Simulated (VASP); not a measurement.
Data:

```yaml
crystal:
  lattice:
    - [1.60010, -2.77146, 0.00000]
    - [1.60010, 2.77146, 0.00000]
    - [0.00000, 0.00000, 5.21873]
  atoms:
    - { symbol: Ga, position: [0.66667, 0.33333, 0.50025] }
    - { symbol: Ga, position: [0.33333, 0.66667, 0.00025] }
    - { symbol: N, position: [0.66667, 0.33333, 0.87675] }
    - { symbol: N, position: [0.33333, 0.66667, 0.37675] }
```

All values below come from PBE GGA with D3 dispersion (zero damping), VASP's PBE PAW potentials (set 64) (plane waves; VASP). Settings: 520 eV cut-off, Gaussian smearing of 0.050 eV, potentials Ga_d N.

Task: Estimate the band gap (along the path) with the smallest direct gap where there is one.

Result: 
The band gap (along the path) is 1.82 eV and the smallest direct gap (along the path) is 1.82 eV.

The absolute energy has meaning only against runs of the same code, potentials and settings.

The compound is GaN in the wurtzite structure. It was relaxed first.
